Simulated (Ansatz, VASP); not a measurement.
# Cross-check of Li4Ge2B between VASP and Ansatz

Aim: how closely do two programs agree when they are given the same cell, functional and k mesh? The cell is taken from a series of runs on this material, whose earlier steps may have relaxed, scaled, displaced or heated it; both programs get it as it stands. Valence electrons are named where the data sets of a main pair hold unlike numbers.

Method: plane waves, with VASP 6.6.1 beside it; single point at PBE, in Ansatz 0.2.0.

## (1) Starting point

The cell holds 14 atoms: 4 Ge, 8 Li and 2 B. Cell: a = 4.460 Å, b = 4.460 Å, c = 26.283 Å, α = 90.0°, β = 90.0°, γ = 120.0°. It derives from Li4Ge2B. The (0 0 1) slab of Li4Ge2B, cut from the database cell (so at first; earlier steps may have moved the atoms). Vacuum lies along c.

As a file:

```xyz
14
Lattice="4.4603 0.0000 0.0000 -2.2302 3.8627 0.0000 0.0000 0.0000 26.2828" Properties=species:S:1:pos:R:3
Ge    0.0000    2.5752    7.5000
Ge    0.0000    2.5752   10.0739
Ge    0.0000    0.0000   13.5179
Ge    0.0000    0.0000   16.0835
Li    0.0000    0.0000    8.2270
Li    2.2302    1.2876    8.9091
Li    0.0000    0.0000   11.1508
Li    2.2302    1.2876   11.8531
Li    2.2302    1.2876   14.4891
Li    0.0000    2.5752   15.2286
Li    2.2302    1.2876   17.3945
Li    0.0000    2.5752   18.6366
B     0.0000    2.5752   12.6762
B     0.0000    0.0000   18.0826
```

## (2) VASP: single point, PBE

With cell and atoms fixed, the geometry can't cause a difference; cores, projectors, grids and the points listed under the comparison can.

Lines of VASP's logs that name or quote its potential files are left out, and so is its time.

The input, INCAR:

```
SYSTEM = Li4Ge2B
PREC = Accurate
ENCUT = 700
EDIFF = 1E-06
NELM = 100
ISMEAR = 1
SIGMA = 0.2
LREAL = .FALSE.
ALGO = Normal
GGA = PE
NBANDS = 57
LORBIT = 11
LWAVE = .FALSE.
LCHARG = .FALSE.
KPAR = 2
NCORE = 2
ISIF = 0
LDIPOL = .TRUE.
IDIPOL = 3
DIPOL = 0.5 0.5 0.5
LVHAR = .TRUE.
```

The input, POSCAR:

```
Li4Ge2B
1.0
    4.4603029800      0.0000000000      0.0000000000
   -2.2301514900      3.8627356900      0.0000000000
    0.0000000000      0.0000000000     26.2828040600
Ge Li B
4 8 2
Direct
    0.3333333300      0.6666666700      0.2853576800
    0.3333333300      0.6666666700      0.3832893600
    0.0000000000      0.0000000000      0.5143260400
    0.0000000000      0.0000000000      0.6119391000
    0.0000000000      0.0000000000      0.3130178600
    0.6666666700      0.3333333300      0.3389703400
    0.0000000000      0.0000000000      0.4242626800
    0.6666666700      0.3333333300      0.4509818800
    0.6666666700      0.3333333300      0.5512761100
    0.3333333300      0.6666666700      0.5794140700
    0.6666666700      0.3333333300      0.6618222400
    0.3333333300      0.6666666700      0.7090779700
    0.3333333300      0.6666666700      0.4823014300
    0.0000000000      0.0000000000      0.6880022600
```

The input, KPOINTS:

```
Automatic mesh
0
Gamma
5 5 1
0 0 0
```

Potentials, in the order of the species: Ge_d_GW, Li_sv_GW and B_GW (PBE family, release 64).

The run is started by

```bash
> mpirun -np 4 vasp_std
```

Numbers of over 12 decimals in the logs are rounded to 6 here.

What it wrote:

```text
[banner, memory and clock lines left out]
running    4 mpi-ranks, on    1 nodes
 distrk:  each k-point on    2 cores,    2 groups
 distr:  one band on    2 cores,    1 groups

 POSCAR found type information on POSCAR GeLiB
 POSCAR found :  3 types and      14 ions
 LDA part: xc-table for (Slater+PW92), standard interpolation
 POSCAR, INCAR and KPOINTS ok, starting setup
 FFT: planning ... GRIDC
 FFT: planning ... GRID_SOFT
 FFT: planning ... GRID
 WAVECAR not read
 entering main loop
       N       E                     dE             d eps       ncg     rms          rms(c)
DAV:   1     0.106178996461E+04    0.10618E+04   -0.49425E+04   761   0.327E+03
DAV:   2     0.185052033019E+03   -0.87674E+03   -0.85209E+03   586   0.105E+03
DAV:   3    -0.255162438941E+02   -0.21057E+03   -0.20724E+03   722   0.315E+02
DAV:   4    -0.568816557972E+02   -0.31365E+02   -0.31186E+02   964   0.139E+02
DAV:   5    -0.622570676293E+02   -0.53754E+01   -0.53740E+01   948   0.588E+01    0.280E+01
DAV:   6    -0.685997203228E+02   -0.63427E+01   -0.96152E+01  1004   0.543E+01    0.206E+01
DAV:   7    -0.984112053700E+02   -0.29811E+02   -0.32663E+02   929   0.414E+01    0.252E+01
DAV:   8    -0.599345976180E+02    0.38477E+02   -0.13924E+02   844   0.314E+01    0.839E+00
DAV:   9    -0.584854541222E+02    0.14491E+01   -0.29009E+01   860   0.155E+01    0.331E+00
DAV:  10    -0.585634842964E+02   -0.78030E-01   -0.26883E+00   868   0.665E+00    0.274E+00
DAV:  11    -0.585396083801E+02    0.23876E-01   -0.49571E-01   876   0.417E+00    0.215E+00
DAV:  12    -0.584070538475E+02    0.13255E+00   -0.13585E+00   772   0.480E+00    0.132E+00
DAV:  13    -0.583504321270E+02    0.56622E-01   -0.51407E-01   844   0.412E+00    0.621E-01
DAV:  14    -0.583318114648E+02    0.18621E-01   -0.97624E-02   732   0.241E+00    0.569E-01
[...]
DAV:  26    -0.583278278012E+02   -0.12384E-03   -0.18623E-05   772   0.301E-02    0.127E-02
DAV:  27    -0.583278549310E+02   -0.27130E-04   -0.40910E-06   571   0.113E-02    0.565E-03
DAV:  28    -0.583279481163E+02   -0.93185E-04   -0.14175E-05   516   0.161E-02    0.243E-03
DAV:  29    -0.583279535902E+02   -0.54739E-05   -0.85537E-07   548   0.105E-02    0.185E-03
DAV:  30    -0.583279643990E+02   -0.10809E-04   -0.10834E-06   467   0.156E-02    0.112E-03
DAV:  31    -0.583279684007E+02   -0.40017E-05   -0.53524E-07   516   0.418E-03    0.602E-04
DAV:  32    -0.583279699437E+02   -0.15430E-05   -0.30043E-07   475   0.622E-03    0.448E-04
DAV:  33    -0.583279701201E+02   -0.17640E-06   -0.67634E-08   468   0.265E-03
   1 F= -.58327970E+02 E0= -.58321198E+02  d E =-.203176E-01
```

From OUTCAR (step 2):

```text
ion  position               nearest neighbor table
   1  0.333  0.667  0.285-   2 2.57
   2  0.333  0.667  0.383-   1 2.57  13 2.60
   3  0.000  0.000  0.514-   7 2.37   4 2.57
   4  0.000  0.000  0.612-  14 2.00   3 2.57
   5  0.000  0.000  0.313-
   6  0.667  0.333  0.339-
   7  0.000  0.000  0.424-   3 2.37
   8  0.667  0.333  0.451-
   9  0.667  0.333  0.551-
  10  0.333  0.667  0.579-
  11  0.667  0.333  0.662-
  12  0.333  0.667  0.709-
  13  0.333  0.667  0.482-   2 2.60
  14  0.000  0.000  0.688-   4 2.00

  LATTYP: Found a hexagonal cell.
 ALAT       =     4.4603029800
 C/A-ratio  =     5.8926050938

 Subroutine GETGRP returns: Found  6 space group operations
 (whereof  6 operations were pure point group operations)

The static configuration has the point symmetry C_3v.

 Found      5 irreducible k-points:

   k-points           NKPTS =      5   k-points in BZ     NKDIM =      5   number of bands    NBANDS=     57

   dimension x,y,z NGX =    40 NGY =   40 NGZ =  240
   dimension x,y,z NGXF=    80 NGYF=   80 NGZF=  480

   ENCUT  =  700.0 eV  51.45 Ry    7.17 a.u.   9.62  9.62 56.70*2*pi/ulx,y,z

   NELECT =      86.0000    total number of electrons

 k-points in reciprocal lattice and weights: Automatic mesh
   0.00000000  0.00000000  0.00000000       0.040
   0.20000000  0.00000000  0.00000000       0.240
   0.40000000  0.00000000  0.00000000       0.240
   0.20000000  0.20000000  0.00000000       0.240
   0.40000000  0.20000000  0.00000000       0.240

 dipolmoment           0.000000      0.000000     -0.072152 electrons x Angstroem

 average (electrostatic) potential at core
       1 -35.2454       2 -35.2257       3 -35.7255       4 -35.2324       5 -43.0416
       6 -42.9370       7 -43.4165       8 -43.5495       9 -43.6419      10 -43.4804
      11 -42.9580      12 -43.5278      13 -34.9808      14 -33.9698

 E-fermi :  -0.9541

 k-point     1 :       0.0000    0.0000    0.0000
  band No.  band energies     occupation
    ...
     38      -2.4042      2.00000
     39      -1.6332      2.00002
     40      -1.6332      2.00002
     41      -1.0432      1.67762
     42      -1.0432      1.67761
     43      -0.7319     -0.06628
     44      -0.1992     -0.00000
     45      -0.1992     -0.00000
     46       0.4246     -0.00000
     47       1.1104     -0.00000
    ...

 k-point     2 :       0.2000    0.0000    0.0000
  band No.  band energies     occupation
    ...
     38      -2.7328      2.00000
     39      -2.5380      2.00000
     40      -2.0452      2.00000
     41      -1.5246      2.00042
     42      -1.4057      2.00637
     43      -0.6975     -0.06995
     44      -0.3855     -0.00044
     45       0.0313     -0.00000
     46       0.0876     -0.00000
     47       0.8894     -0.00000
    ...

 k-point     3 :       0.4000    0.0000    0.0000
  band No.  band energies     occupation
    ...
     40      -2.5722      2.00000
     41      -2.0584      2.00000
     42      -2.0172      2.00000
     43      -1.5323      2.00034
     44      -1.0009      1.38458
     45      -0.3278     -0.00009
     46      -0.0712     -0.00000
     47       0.4771     -0.00000
     48       0.5505     -0.00000
     49       1.1628     -0.00000
    ...

  energy-cutoff  :      700.00
  volume of cell :      452.83
      direct lattice vectors                 reciprocal lattice vectors
     4.460302980  0.000000000  0.000000000     0.224200016  0.129441940  0.000000000
    -2.230151490  3.862735690  0.000000000     0.000000000  0.258883879  0.000000000
     0.000000000  0.000000000 26.282804060     0.000000000  0.000000000  0.038047691

 POSITION                                       TOTAL-FORCE (eV/Angst)
 -----------------------------------------------------------------------------------
     -0.00000      2.57516      7.50000         0.000000     -0.000000      0.765107
     -0.00000      2.57516     10.07392        -0.000000     -0.000000      0.324939
      0.00000      0.00000     13.51793        -0.000000     -0.000000      0.052091
      0.00000      0.00000     16.08348        -0.000000     -0.000000      0.105684
      0.00000      0.00000      8.22699        -0.000000     -0.000000      0.034029
      2.23015      1.28758      8.90909         0.000000      0.000000      0.014130
      0.00000      0.00000     11.15081        -0.000000     -0.000000     -0.783401
      2.23015      1.28758     11.85307        -0.000000      0.000000     -0.023059
      2.23015      1.28758     14.48908        -0.000000     -0.000000      0.025036
     -0.00000      2.57516     15.22863         0.000000     -0.000000      0.026347
      2.23015      1.28758     17.39454        -0.000000      0.000000     -0.010533
     -0.00000      2.57516     18.63656        -0.000000     -0.000000     -0.006120
     -0.00000      2.57516     12.67623         0.000000     -0.000000     -0.369301
      0.00000      0.00000     18.08263        -0.000000     -0.000000     -0.154951
 -----------------------------------------------------------------------------------
    total drift:                                0.000017     -0.000010      0.001513

  FREE ENERGIE OF THE ION-ELECTRON SYSTEM (eV)
  ---------------------------------------------------
  free  energy   TOTEN  =       -58.3279701201 eV

  energy  without entropy=      -58.3076525339  energy(sigma->0) =      -58.32119759

 vacuum level on the upper side and lower side of the slab         2.625         3.382

 total charge
# of ion       s       p       d       tot
------------------------------------------
    1        1.225   0.960   9.967  12.152
    2        1.122   1.095   9.973  12.190
    3        1.206   1.007   9.990  12.203
    4        1.127   1.220   9.989  12.336
    5        2.000   0.051   0.000   2.051
    6        1.995   0.053   0.000   2.049
    7        2.001   0.056   0.001   2.058
    8        1.995   0.044   0.000   2.040
    9        2.001   0.049   0.000   2.050
   10        1.997   0.051   0.001   2.049
   11        1.993   0.045   0.000   2.038
   12        1.992   0.029   0.000   2.021
   13        0.763   0.654   0.000   1.417
   14        0.746   0.773   0.000   1.520
--------------------------------------------------
tot         22.164   6.088  39.921  68.174

[... 2 further parts left out ...]
```

(Continued in part 2 of 2.)

[Lines on the potential files, build, host, timing and source positions are cut from VASP's logs without a mark.]

[Logs are printed without paths, hosts, clocks, repeated set-up lines and the standing remarks that a program may print on its own settings, such as how far it seeks lower states.]

[Hosts, paths, dates, database ids (printed as entryN), source tags and the programs' standing remarks are cut or masked in the printed files.]
